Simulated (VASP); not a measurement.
The system is H2, in a box.

```
H
1.0
    10.00000    0.00000    0.00000
     0.00000   10.50000    0.00000
     0.00000    0.00000   11.00000
H
2
Cartesian
  5.0000 5.2500 5.1208
  5.0000 5.2500 5.8792
```

Program: VASP 6.6.1. Alike in all runs: task single point; no spin polarisation; cell as given; k mesh 1 × 1 × 1. Hardware: 1 thread of Intel(R) Xeon(R) 6975P-C (Granite Rapids), on a shared host.

Q: Order these runs on this cell by their wall time, lowest first.
A. level r2SCAN; potentials or basis VASP PAW PBE potentials, release 64 (H); cutoff (eV) 520; smearing gaussian 0.02 eV
B. level PBEsol; potentials or basis VASP PAW PBE potentials, release 64 (H); cutoff (eV) 520; smearing gaussian 0.5 eV
C. level PBEsol; potentials or basis VASP PAW PBE potentials, release 64 (H_h); cutoff (eV) 900; smearing gaussian 0.02 eV

A: B (39 s), C (92 s), A (320 s).
